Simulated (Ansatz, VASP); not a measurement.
## Cross-check of Zn11Si15O41 (glassy 58SiO2-42ZnO (mol %)) between VASP and Ansatz

Wanted: the spread between two codes on one cell, functional and k mesh. The structure shown is the start of the Ansatz relaxation below; VASP solves that cell, so the two are compared at the walk's first step.

Main program and level: Ansatz 0.2.0; plane waves, with VASP 6.6.1 beside it; single point at PBE.

**1. Starting point**

The cell holds 67 atoms: 15 Si, 11 Zn and 41 O. Its edges and angles: a = 9.546 Å, b = 9.726 Å, c = 9.510 Å, α = 93.4°, β = 86.1°, γ = 88.6°. As first built, before any earlier steps moved the atoms (in the runner's words): 67 atoms (15 Si, 11 Zn, 41 O) placed at random at 3.12 g/cm^3, melted at 4000 K for 10 ps at fixed volume with the Morse and Coulomb pair potential with partial charges (Pedone, Malavasi, Menziani, Cormack and Segre, J. Phys. Chem. B 110, 11780 (2006)). Quenched from 4000 K to 300 K at 500 K/ps and fixed volume, held 10 ps at zero pressure.

**2. Ansatz: relaxation, PBE**

Ansatz runs on its PAW soft_1 files.

The two programs are compared at the cell with which this relaxation starts, whose forces are those of its first step.

File input.yaml:

```yaml
crystal:
  lattice:
    - [9.53931, 0.12183, 0.33024]
    - [0.12183, 9.72129, -0.28973]
    - [0.33024, -0.28973, 9.50015]
  atoms:
    - { symbol: Si, position: [0.17024, 0.68966, 0.09288] }
    - { symbol: Si, position: [0.12425, 0.95549, 0.56898] }
    - { symbol: Si, position: [0.06348, 0.15214, 0.33222] }
    - { symbol: Si, position: [0.83194, 0.09526, 0.15576] }
    - { symbol: Si, position: [0.4787, 0.2755, 0.90178] }
    - { symbol: Si, position: [0.66017, 0.3435, 0.14384] }
    - { symbol: Si, position: [0.95762, 0.35077, 0.77108] }
    - { symbol: Si, position: [0.44565, 0.29146, 0.38989] }
    - { symbol: Si, position: [0.4404, 0.85592, 0.14218] }
    - { symbol: Si, position: [0.99557, 0.72888, 0.37712] }
    - { symbol: Si, position: [0.48466, 0.56336, 0.8148] }
    - { symbol: Si, position: [0.27352, 0.09457, 0.07349] }
    - { symbol: Si, position: [0.6513, 0.77379, 0.92198] }
    - { symbol: Si, position: [0.95811, 0.43717, 0.47996] }
    - { symbol: Si, position: [0.6344, 0.49661, 0.54025] }
    - { symbol: Zn, position: [0.04688, 0.08731, 0.85671] }
    - { symbol: Zn, position: [0.26803, 0.83573, 0.8165] }
    - { symbol: Zn, position: [0.78128, 0.54629, 0.99595] }
    - { symbol: Zn, position: [0.66599, 0.67666, 0.29305] }
    - { symbol: Zn, position: [0.19179, 0.44267, 0.26941] }
    - { symbol: Zn, position: [0.69832, 0.80088, 0.5763] }
    - { symbol: Zn, position: [0.19237, 0.39998, 0.93261] }
    - { symbol: Zn, position: [0.9453, 0.84195, 0.98696] }
    - { symbol: Zn, position: [0.71704, 0.12117, 0.67846] }
    - { symbol: Zn, position: [0.43286, 0.05918, 0.61741] }
    - { symbol: Zn, position: [0.59671, 0.00708, 0.35869] }
    - { symbol: O, position: [0.58055, 0.62042, 0.93966] }
    - { symbol: O, position: [0.44221, 0.13608, 0.43487] }
    - { symbol: O, position: [0.11826, 0.74238, 0.94851] }
    - { symbol: O, position: [0.84563, 0.23946, 0.73827] }
    - { symbol: O, position: [0.12972, 0.07789, 0.4577] }
    - { symbol: O, position: [0.53253, 0.29264, 0.239] }
    - { symbol: O, position: [0.40221, 0.42274, 0.86239] }
    - { symbol: O, position: [0.91612, 0.03403, 0.01103] }
    - { symbol: O, position: [0.69045, 0.02413, 0.18634] }
    - { symbol: O, position: [0.37677, 0.6734, 0.7749] }
    - { symbol: O, position: [0.52885, 0.82084, 0.2709] }
    - { symbol: O, position: [0.27585, 0.94077, 0.63786] }
    - { symbol: O, position: [0.59982, 0.64378, 0.48609] }
    - { symbol: O, position: [0.53801, 0.37474, 0.49736] }
    - { symbol: O, position: [0.36366, 0.00427, 0.1702] }
    - { symbol: O, position: [0.01634, 0.31085, 0.37429] }
    - { symbol: O, position: [0.7928, 0.44932, 0.48656] }
    - { symbol: O, position: [0.03149, 0.5641, 0.39962] }
    - { symbol: O, position: [0.61264, 0.31868, 0.98346] }
    - { symbol: O, position: [0.29789, 0.36505, 0.38925] }
    - { symbol: O, position: [0.83198, 0.75962, 0.39806] }
    - { symbol: O, position: [0.69317, 0.50364, 0.17474] }
    - { symbol: O, position: [0.09173, 0.81547, 0.47719] }
    - { symbol: O, position: [0.61292, 0.506, 0.70795] }
    - { symbol: O, position: [0.92937, 0.07186, 0.28704] }
    - { symbol: O, position: [0.51774, 0.17099, 0.77053] }
    - { symbol: O, position: [0.70766, 0.81051, 0.77226] }
    - { symbol: O, position: [0.01283, 0.42761, 0.63115] }
    - { symbol: O, position: [0.80654, 0.2602, 0.14797] }
    - { symbol: O, position: [0.17697, 0.52128, 0.09581] }
    - { symbol: O, position: [0.92758, 0.46815, 0.89195] }
    - { symbol: O, position: [0.2159, 0.00692, 0.94438] }
    - { symbol: O, position: [0.32265, 0.74054, 0.12405] }
    - { symbol: O, position: [0.15942, 0.1714, 0.18725] }
    - { symbol: O, position: [0.63576, 0.99057, 0.55764] }
    - { symbol: O, position: [0.00871, 0.97663, 0.69601] }
    - { symbol: O, position: [0.77883, 0.74913, 0.02339] }
    - { symbol: O, position: [0.52552, 0.87243, 0.9919] }
    - { symbol: O, position: [0.09969, 0.27371, 0.82279] }
    - { symbol: O, position: [0.05271, 0.74472, 0.21453] }
    - { symbol: O, position: [0.35124, 0.22651, 0.00756] }
kpoints:
  mp_grid: { grid: [1, 1, 1] }
hamiltonian:
  xc: pbe
  pseudopotentials: { kind: paw, azcp: { folder: soft_1 } }
scf:
  occupations: { method: fermi_dirac, width: 0.05 }
output:
  forces: true
  eigenvalues: true
  stress: true
relax:
  f_tol: 0.05
  max_steps: 70
```

Started as:

```sh
ansatz run input.yaml --threads 4 --pin off --max-ram 8192MiB --backend cpu --events-out ev --progress --plain --runs-dir out
```

Numbers of over 12 decimals in the logs are rounded to 6 here.

The log of the run:

```text
Warning: output.stress: scf.convergence.dr2_threshold = 1e-7 eV (the SCF's general default) is looser than the 6.7e-9 eV advised for a printed stress (1e-10 eV for each atom of the cell: 67). What an SCF threshold leaves in a stress goes as its square root, and in the free energy as the threshold itself, and one threshold admits the most on a small cell: [figures from the program's tests cut] Every solve of this run  [...]
Engine: ansatz 0.2.0, aarch64-unknown-linux-gnu
Pseudopotentials: kind: paw
Pseudopotential: Si, paw, valence charge 4, recommended cutoff 420 eV (normal), soft_1/Si.paw.azcp
Pseudopotential: Zn, paw, valence charge 12, recommended cutoff 420 eV (normal), soft_1/Zn.paw.azcp
Pseudopotential: O, paw, valence charge 6, recommended cutoff 420 eV (normal), soft_1/O.paw.azcp
Functional definition: PBE
  parameter kappa = 0.804
  parameter beta = 0.066725
  exchange = pbe_x(kappa = kappa, mu = beta*pi^2/3)
  correlation = pbe_c(beta = beta)
Crystal: 67 atoms, lattice volume = 878.965 Å³
Basis set: ecut = 420 eV, 17147 PW (Γ), exchange–correlation on 128×144×128 points (8 copies of the dense FFT grid, shifted against one another)
Bands: 286, of which v1, the nominal top of the filled ones, is band 219 counted from 1 (218 counted from 0)
Symmetry: 1 space group operations
Space group: P1 (ITA 1), of the structure as read, at distance tolerance 9.6e-5 Å
k-points: 1
Non-local potential: Si, projectors of the file, l = 0: 2, l = 1: 2, l = 2: 1
Non-local potential: Zn, projectors of the file, l = 0: 2, l = 1: 2, l = 2: 3, l = 3: 1
Non-local potential: O, projectors of the file, l = 0: 2, l = 1: 2, l = 2: 1
PAW form: soft (Blöchl's): semilocal exchange-correlation on the pseudo side does not see the compensation charge
PAW one-centre angular grid: Si, 110 points (default); XC on 64 Gauss nodes
PAW one-centre angular grid: Zn, 590 points (default); XC on 64 Gauss nodes
PAW one-centre angular grid: O, 110 points (default); XC on 64 Gauss nodes
Initial density: superposition of atomic densities (chi_scale 0.1, normalization cell, long waves 6 % of neutral atoms (reshape's long-wave potential 1.06 eV rms, cloud 1.88 Å wide))
Initial wavefunctions: pseudopotential atomic-orbital guess
Functional: x = pbe(κ = 0.804, μ = 0.219515), c = pbe(β = 0.066725)
SCF iter   1: F=—  HF=-69394.879641 eV  |F-HF|=—  |Δ(HF+E_count)|=         —  Δρ=1.26e-1  dr2=1.17e2  ethr=3.10e-3  ⟨swp⟩=6.0  Hψ=1331  notcnv=0  defer=18
preconditioner: auto → Resta (q_TF=auto, 2.429 Å⁻¹)  ε∞=3.5  [insulator: Δε(μ)=3.049 eV  Ē_g=16.646 eV  σ=0.050 eV  W_gap=1.00  n_scr=222 (ndim 8)  ℏωp=26.2 eV  f_vac=0.093  D(μ)=0.00/eV (n_scr^D=0)  ε∞_Penn≈3.5]
SCF iter   2: F=—  HF=-69361.805259 eV  |F-HF|=—  |Δ(HF+E_count)|=    3.31e1  Δρ=3.74e-2  dr2=1.14e1  ethr=3.10e-3  ⟨swp⟩=3.0  Hψ=558  notcnv=0  defer=62
SCF iter   3: F=—  HF=-69358.313668 eV  |F-HF|=—  |Δ(HF+E_count)|=    3.49e0  Δρ=1.99e-2  dr2=3.90e0  ethr=2.61e-3  ⟨swp⟩=2.0  Hψ=500  notcnv=0  defer=62
SCF iter   4: F=—  HF=-69357.907425 eV  |F-HF|=—  |Δ(HF+E_count)|=   4.06e-1  Δρ=1.16e-2  dr2=7.11e-1  ethr=8.90e-4  ⟨swp⟩=3.0  Hψ=484  notcnv=0  defer=63
SCF iter   5: F=—  HF=-69357.886401 eV  |F-HF|=—  |Δ(HF+E_count)|=   2.10e-2  Δρ=3.31e-3  dr2=9.25e-2  ethr=1.62e-4  ⟨swp⟩=2.0  Hψ=497  notcnv=0  defer=63
SCF iter   6: F=—  HF=-69357.900308 eV  |F-HF|=—  |Δ(HF+E_count)|=   1.39e-2  Δρ=1.34e-3  dr2=1.69e-2  ethr=2.11e-5  ⟨swp⟩=2.0  Hψ=411  notcnv=0  defer=63
SCF iter   7: F=—  HF=-69357.903683 eV  |F-HF|=—  |Δ(HF+E_count)|=   3.38e-3  Δρ=7.30e-4  dr2=4.09e-3  ethr=3.87e-6  ⟨swp⟩=2.0  Hψ=408  notcnv=0  defer=63
SCF iter   8: F=—  HF=-69357.905839 eV  |F-HF|=—  |Δ(HF+E_count)|=   2.16e-3  Δρ=3.33e-4  dr2=7.24e-4  ethr=9.34e-7  ⟨swp⟩=2.0  Hψ=470  notcnv=0  defer=63
SCF iter   9: F=—  HF=-69357.905844 eV  |F-HF|=—  |Δ(HF+E_count)|=   5.08e-6  Δρ=1.53e-4  dr2=1.32e-4  ethr=1.65e-7  ⟨swp⟩=2.0  Hψ=417  notcnv=0  defer=63
[...]
atom  66  O      0.00104319     0.00562743     0.00766743
  atom  67  O     -0.00665634    -0.00657351     0.00646545
  max |Σ_I F_I| component: 7.17e-5 eV/Å
--- Stress (GPa, compression-positive) ---
        2.325097       0.163754       0.334828
        0.163755       2.894721      -0.062694
        0.334831      -0.062695       2.315139
  P = ⅓ Tr σ = 2.5117 GPa (25.117 kbar)
--- Band table (eV) ---
  k-point 0: bands = [... 215 lower, 3.4773, 3.6678, 3.7887, 3.9865, 6.8963, 8.3554, 8.8755, 8.9906, ... 63 higher]
--- Relaxed structure (15 steps of the walk, 13 accepted, 0 SCFs on fresh bases) ---
  F+E_penalty+E_count = -69359.33627714 eV   max|allowed force component| = 4.098e-2 eV/Å
  atoms:
    - { symbol: Si, position: [0.162565, 0.698226, 0.081557] }
    - { symbol: Si, position: [0.126395, 0.928489, 0.571895] }
    - { symbol: Si, position: [0.050888, 0.131328, 0.335363] }
    - { symbol: Si, position: [0.829604, 0.089217, 0.142499] }
    - { symbol: Si, position: [0.481120, 0.278420, 0.913368] }
    - { symbol: Si, position: [0.672718, 0.349714, 0.155165] }
    - { symbol: Si, position: [0.962830, 0.355229, 0.761972] }
    - { symbol: Si, position: [0.434327, 0.298842, 0.401922] }
    - { symbol: Si, position: [0.440162, 0.862421, 0.139784] }
    - { symbol: Si, position: [0.994002, 0.715380, 0.373203] }
    - { symbol: Si, position: [0.499493, 0.566503, 0.822811] }
    - { symbol: Si, position: [0.268199, 0.102359, 0.079676] }
    - { symbol: Si, position: [0.662649, 0.778700, 0.934596] }
    - { symbol: Si, position: [0.936229, 0.426167, 0.471649] }
    - { symbol: Si, position: [0.621435, 0.497393, 0.547394] }
    - { symbol: Zn, position: [0.051654, 0.101842, 0.851539] }
    - { symbol: Zn, position: [0.276468, 0.835532, 0.823629] }
    - { symbol: Zn, position: [0.821085, 0.562913, 1.012221] }
    - { symbol: Zn, position: [0.665622, 0.679218, 0.297776] }
    - { symbol: Zn, position: [0.194229, 0.439045, 0.250018] }
    - { symbol: Zn, position: [0.699898, 0.799730, 0.584586] }
    - { symbol: Zn, position: [0.189633, 0.413971, 0.910669] }
    - { symbol: Zn, position: [0.935619, 0.849782, 0.887694] }
    - { symbol: Zn, position: [0.713667, 0.122665, 0.686362] }
    - { symbol: Zn, position: [0.429955, 0.059000, 0.623421] }
    - { symbol: Zn, position: [0.598411, 0.011180, 0.358780] }
    - { symbol: O, position: [0.591014, 0.624678, 0.953576] }
    - { symbol: O, position: [0.439050, 0.138656, 0.440203] }
    - { symbol: O, position: [0.111703, 0.744599, 0.931376] }
    - { symbol: O, position: [0.854125, 0.235092, 0.737856] }
    - { symbol: O, position: [0.123317, 0.045965, 0.454120] }
    - { symbol: O, position: [0.541397, 0.318258, 0.262806] }
    - { symbol: O, position: [0.409460, 0.426977, 0.865133] }
    - { symbol: O, position: [0.905112, 0.039921, -0.012503] }
    - { symbol: O, position: [0.674445, 0.038517, 0.176116] }
    - { symbol: O, position: [0.396092, 0.678996, 0.771585] }
    - { symbol: O, position: [0.526378, 0.821766, 0.271666] }
    - { symbol: O, position: [0.280939, 0.928583, 0.638718] }
    - { symbol: O, position: [0.590642, 0.649038, 0.494346] }
    - { symbol: O, position: [0.497205, 0.389684, 0.531790] }
    - { symbol: O, position: [0.360797, 0.011309, 0.177619] }
    - { symbol: O, position: [-0.00732564, 0.277454, 0.408850] }
    - { symbol: O, position: [0.767161, 0.430827, 0.467272] }
    - { symbol: O, position: [0.013436, 0.541517, 0.371695] }
    - { symbol: O, position: [0.618888, 0.319387, 0.994637] }
    - { symbol: O, position: [0.279114, 0.358594, 0.385729] }
    - { symbol: O, position: [0.830893, 0.758356, 0.404779] }
    - { symbol: O, position: [0.714977, 0.511206, 0.179613] }
    - { symbol: O, position: [0.096234, 0.779507, 0.489181] }
    - { symbol: O, position: [0.634971, 0.509006, 0.717378] }
[...]
- { symbol: O, position: [0.145999, 0.175177, 0.192650] }
    - { symbol: O, position: [0.636178, 0.989950, 0.560773] }
    - { symbol: O, position: [0.011231, 0.951252, 0.707903] }
    - { symbol: O, position: [0.796735, 0.762873, 0.032895] }
    - { symbol: O, position: [0.530281, 0.882359, 0.987804] }
    - { symbol: O, position: [0.119467, 0.276938, 0.782483] }
    - { symbol: O, position: [0.053250, 0.749109, 0.214282] }
    - { symbol: O, position: [0.348501, 0.239307, 0.022588] }
```

**3. VASP: single point, PBE, start cell, pair 1**

The same cell, functional, mesh and smearing now go to VASP, with its own data sets.

Lines of VASP's logs that name or quote its potential files are left out, and so is its time.

File INCAR:

```
SYSTEM = Zn11Si15O41
PREC = Accurate
ENCUT = 520
EDIFF = 1E-06
NELM = 120
ISMEAR = -1
SIGMA = 0.05
LREAL = Auto
ALGO = Normal
GGA = PE
NBANDS = 272
LORBIT = 11
LWAVE = .FALSE.
LCHARG = .FALSE.
ISIF = 2
LASPH = .TRUE.
GGA_COMPAT = .FALSE.
EFERMI = MIDGAP
NCORE = 2
```

File POSCAR:

```
Zn11Si15O41
1.0
    9.5393100000      0.1218300000      0.3302400000
    0.1218300000      9.7212900000     -0.2897300000
    0.3302400000     -0.2897300000      9.5001500000
Si Zn O
15 11 41
Direct
    0.1702435015      0.6896584666      0.0928820633
    0.1242534602      0.9554918076      0.5689806139
    0.0634797458      0.1521423243      0.3322175591
    0.8319422926      0.0952623896      0.1557617248
    0.4786962392      0.2755038588      0.9017791390
    0.6601682578      0.3434983067      0.1438406550
    0.9576189369      0.3507701719      0.7710809371
    0.4456544131      0.2914600306      0.3898856125
    0.4403954990      0.8559194280      0.1421818946
    0.9955709615      0.7288819407      0.3771205308
    0.4846560273      0.5633643107      0.8148051068
    0.2735217357      0.0945727686      0.0734907081
    0.6513003008      0.7737940189      0.9219755404
    0.9581132450      0.4371673606      0.4799559145
    0.6344048433      0.4966149320      0.5402523527
    0.0468840210      0.0873139221      0.8567143133
    0.2680319483      0.8357339132      0.8165052463
    0.7812769254      0.5462930793      0.9959493905
    0.6659901469      0.6766558298      0.2930491526
    0.1917854179      0.4426666038      0.2694082282
    0.6983221815      0.8008807953      0.5762988243
    0.1923707134      0.3999849105      0.9326125507
    0.9452980471      0.8419547350      0.9869596078
    0.7170415963      0.1211685089      0.6784640596
    0.4328610451      0.0591842336      0.6174112426
    0.5967081656      0.0070799099      0.3586884794
    0.5805450876      0.6204238999      0.9396626587
    0.4422133977      0.1360847005      0.4348658987
    0.1182599189      0.7423814826      0.9485151320
    0.8456291488      0.2394617667      0.7382745207
    0.1297220979      0.0778914799      0.4577009913
    0.5325249172      0.2926430209      0.2389990088
    0.4022095364      0.4227381009      0.8623920920
    0.9161156060      0.0340270061      0.0110335760
    0.6904506420      0.0241296430      0.1863419695
    0.3767732011      0.6733992987      0.7749012802
    0.5288469612      0.8208435303      0.2708985201
    0.2758521169      0.9407702379      0.6378606609
    0.5998171477      0.6437787014      0.4860911026
    0.5380050543      0.3747398957      0.4973608418
    0.3636607260      0.0042697785      0.1702017089
    0.0163350668      0.3108488294      0.3742854312
    0.7928014188      0.4493213600      0.4865572793
    0.0314913879      0.5640964193      0.3996185260
    0.6126436119      0.3186819172      0.9834594491
    0.2978916896      0.3650527826      0.3892455373
    0.8319784447      0.7596183273      0.3980602050
    0.6931671617      0.5036448290      0.1747350824
    0.0917324999      0.8154658820      0.4771894327
    0.6129229913      0.5059967053      0.7079457416
    0.9293706046      0.0718565423      0.2870379570
    0.5177426590      0.1709926798      0.7705312414
    0.7076636007      0.8105131742      0.7722647700
    0.0128282164      0.4276079912      0.6311536632
    0.8065398695      0.2602031817      0.1479699732
    0.1769680512      0.5212783863      0.0958077565
    0.9275838016      0.4681493609      0.8919450366
    0.2159051337      0.0069239874      0.9443751494
    0.3226452332      0.7405430299      0.1240514276
    0.1594224926      0.1714000687      0.1872509442
    0.6357550534      0.9905691998      0.5576381284
    0.0087079168      0.9766289857      0.6960082750
    0.7788307712      0.7491282443      0.0233937203
    0.5255249988      0.8724314499      0.9919022529
    0.0996861416      0.2737127255      0.8227851599
    0.0527108018      0.7447194572      0.2145292814
    0.3512420578      0.2265130363      0.0075612959
```

File KPOINTS:

```
Automatic mesh
0
Gamma
1 1 1
0 0 0
```

PAW data sets: Si, Zn and O (PBE family, release 64).

Started as:

```sh
mpirun -np 8 vasp_gam
```

The log of the run:

```text
[banner, memory and clock lines left out]
running    8 mpi-ranks, on    1 nodes
[...]
LDA part: xc-table for (Slater+PW92), standard interpolation
 POSCAR, INCAR and KPOINTS ok, starting setup
[...]
entering main loop
       N       E                     dE             d eps       ncg     rms          rms(c)
DAV:   1     0.765673242601E+04    0.76567E+04   -0.21254E+05   544   0.199E+03
DAV:   2     0.973766904269E+03   -0.66830E+04   -0.63996E+04   600   0.567E+02
DAV:   3    -0.402516696450E+03   -0.13763E+04   -0.13263E+04   584   0.260E+02
DAV:   4    -0.516068908749E+03   -0.11355E+03   -0.11240E+03   632   0.828E+01
[...]
DAV:  19    -0.444846254134E+03    0.37592E-05   -0.40689E-05   752   0.530E-02    0.946E-03
DAV:  20    -0.444846255018E+03   -0.88390E-06   -0.28439E-05   728   0.305E-02    0.679E-03
DAV:  21    -0.444846255171E+03   -0.15341E-06   -0.38036E-06   504   0.109E-02
   1 F= -.44484626E+03 E0= -.44484626E+03  d E =-.701063E-13
```

Parts of OUTCAR (step 3):

```text
  Total       58.6359989     58.0314234     59.8280484     -0.4738035      1.5616324     -0.8764404
  in kB      106.8816419    105.7796223    109.0545087     -0.8636486      2.8465420     -1.5975748
  external PRESSURE =     107.2385910 kB  Pullay stress =       0.0000000 kB

 POSITION                                       TOTAL-FORCE (eV/Angst)
 -----------------------------------------------------------------------------------
      1.73870      6.69820      0.73880        -0.048131     -0.168180     -0.066333
      1.48960      9.13890      5.16960         0.276963      0.021426     -0.227401
      0.73380      1.39050      3.13300         0.275293      0.140396      0.093073
      7.99920      0.98230      1.72690         0.358633      0.106718     -0.100332
      4.89780      2.47530      8.64530        -0.125372      0.082626     -0.034833
      6.38690      3.37800      1.48500         0.132662      0.096444     -0.085011
      9.43240      3.30320      7.54000         0.167784     -0.001264     -0.150294
      4.41550      2.77470      3.76670        -0.079242     -0.189305      0.036156
      4.35230      8.33310      1.24820         0.005923     -0.086234      0.067091
      9.71040      7.09770      3.70030         0.123457     -0.123727     -0.024169
      4.96100      5.29960      7.73760        -0.085248     -0.386162      0.101533
      2.64500      0.93140      0.76110         0.018764      0.241236      0.023604
      6.61170      7.33450      8.74980        -0.013445      0.084856      0.183995
      9.35150      4.22750      4.74940         0.123857      0.100982     -0.229818
[...]
-----------------------------------------------------------------------------------
    total drift:                               -0.017771     -0.000840      0.005864

  FREE ENERGIE OF THE ION-ELECTRON SYSTEM (eV)
  ---------------------------------------------------
  free  energy   TOTEN  =      -444.8462551712 eV

  energy  without entropy=     -444.8462551712  energy(sigma->0) =     -444.84625517

[... 3 further parts left out ...]
[key lines of the parts left out:]
E-fermi :   2.8115
```

The run ends at a pressure of 10.72 GPa, with forces up to 1.2 eV/Å.

[end of part 1 of 3]

[Lines on the potential files, build, host, timing and source positions are cut from VASP's logs without a mark.]

[Logs are printed without paths, hosts, clocks, repeated set-up lines and the standing remarks that a program may print on its own settings, such as how far it seeks lower states.]

[Hosts, paths, dates, database ids (printed as entryN), source tags and the programs' standing remarks are cut or masked in the printed files.]
